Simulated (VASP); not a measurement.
Crystal: InAs.

```
In As
1.0
     0.00000    3.01800    3.01800
     3.01800    0.00000    3.01800
     3.01800    3.01800    0.00000
In As
1 1
Direct
  0.00000 0.00000 0.00000
  0.25000 0.25000 0.25000
```

The cell was built by a generator and needn't be a form met in nature.

- Program: VASP 6.6.1
- Task: relaxation of cell and atoms
- Functional: PBEsol
- Potentials or basis: VASP PAW PBE potentials, release 64 (In_d, As)
- Cutoff: 600 eV
- k mesh: 10 × 10 × 10
- Occupations: gaussian, width 0.03 eV
- Spin: no spin polarisation

At the start: pressure 1.6 GPa; volume 27.49 Å³/atom.

How do energy, volume and symmetry change on relaxing?

Over 3 steps the energy falls by 3.7 meV/atom and the volume is 28.25 Å³/atom (+2.8 %); space group F-43m (No. 216, to 0.05 Å).

The path:
| step | energy change (eV) | largest force (eV/Å) | pressure (GPa) | volume (Å³) |
| --- | --- | --- | --- | --- |
| 1 | 0.0000 | 0.0000 | 1.62 | 54.98 |
| 2 | -0.0059 | 0.0000 | -0.70 | 57.21 |
| 3 | -0.0075 | 0.0000 | 0.01 | 56.49 |

Final structure:
```cif
data_structure
_symmetry_space_group_name_H-M 'P 1'
_symmetry_Int_Tables_number 1
_cell_length_a 4.3069
_cell_length_b 4.3069
_cell_length_c 4.3069
_cell_angle_alpha 60.000
_cell_angle_beta 60.000
_cell_angle_gamma 60.000
_cell_volume 56.49
loop_
_atom_site_label
_atom_site_type_symbol
_atom_site_fract_x
_atom_site_fract_y
_atom_site_fract_z
_atom_site_occupancy
In1 In 0.00000 0.00000 0.00000 1
As1 As 0.25000 0.25000 0.25000 1
```

Caveat: the PAW data sets were made with another functional, which shifts forces and pressure a little.
